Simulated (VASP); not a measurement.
Energy against volume of MgB2 (AlB2 type). All values below come from optB88-vdW, VASP's PBE PAW potentials (set 64) (plane waves; VASP 6.6.1). Numerical set-up: 520 eV cut-off, 11×11×9 Γ-centred mesh, first-order Methfessel-Paxton smearing of 0.10 eV, potentials Mg B.

Shape and ions are relaxed at each volume.

```csv
V (Å³/atom),E (eV/atom)
9.245,-4.14951
9.531,-4.15443
9.816,-4.15143
10.102,-4.14155
```

Q: Fit these four points and predict the energy of the run at 8.959 Å³/atom.

A: A cubic in V^(−2/3), the third-order Birch-Murnaghan form, passes through the four points with V0 = 9.56 Å³/atom and B0 = 146 GPa, and gives -4.1354 eV/atom there. The run gave -4.1355 eV/atom, -0.1 meV/atom from the fit; all five points give B0 = 146 GPa.

The compound is MgB2 in the AlB2 type structure. It was relaxed first.
